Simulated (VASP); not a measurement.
## YSe (relaxed from the rock salt structure, space group Fm-3m): computed properties

These are r2SCAN meta-GGA, VASP's PBE PAW potentials (set 64) (plane waves; VASP) values and carry that method's errors.

- space group: Fm-3m (225)
- cell: a = 5.758 Å, b = 5.758 Å, c = 5.758 Å, α = 90.00°, β = 90.00°, γ = 90.00°
- volume per atom: 23.87 Å³/atom
- band gap (over mesh and band path): none (metal, semimetal or under 0.01 eV)
- density: 5.84 g/cm³

```cif
data_SeY
_chemical_formula_sum 'Y1 Se1'
_space_group_name_H-M_alt 'P 1'
_space_group_IT_number 1
_cell_length_a 4.07185
_cell_length_b 4.07185
_cell_length_c 4.07185
_cell_angle_alpha 60.000
_cell_angle_beta 60.000
_cell_angle_gamma 60.000
loop_
_space_group_symop_operation_xyz
  'x, y, z'
loop_
_atom_site_label
_atom_site_type_symbol
_atom_site_fract_x
_atom_site_fract_y
_atom_site_fract_z
_atom_site_occupancy
Y1 Y 0.00000 0.00000 0.00000 1
Se1 Se 0.50000 0.50000 0.50000 1
```

The structure was generated: YSe was put into the rock salt type (Fm-3m), which need not be its known phase. It was relaxed first, which changed the volume by -36 %. Symmetry was kept, so distortions that lower it aren't found. The electron count is odd and the run is not spin-polarised, which forces a metal.
